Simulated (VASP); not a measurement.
Data:

```
AlTi
1.0
    2.88660     0.00000     0.00000
    0.00000     2.88660     0.00000
    0.00000     0.00000     4.15140
Ti Al
1 1
Direct
  0.00000   0.00000   0.00000
  0.50000   0.50000   0.50000
```

Level of theory: PBE GGA + U (Dudarev), VASP's PBE PAW potentials (set 64) (plane waves; VASP 6.6.1). Settings: 400 eV cut-off, 11×11×8 Γ-centred mesh, first-order Methfessel-Paxton smearing of 0.10 eV, potentials Ti_sv Al, U − J: Ti 1.00 eV.

Problem. Predict the energy per atom (σ→0), pressure, band gap (on the k-mesh) with the smallest direct gap where there is one.

Solution. 
```
Item                                                        Result
------------------------  ----------------------------------------
band gap (on the k-mesh)  none (metal, semimetal or under 0.01 eV)
energy per atom (σ→0)                               -5.798 eV/atom
pressure                                                 -5.67 GPa
```

The compound is TiAl in the L1_0 structure. The cell was not relaxed at this level. The run is one of a series of settings (LDAU = .TRUE., LDAUJ = 0 0, LDAUL = 2 -1, LDAUTYPE = 2, LDAUU = 1.0 0 against the base run), some of them coarse on purpose. The electron count is odd and the run is not spin-polarised, which forces a metal.
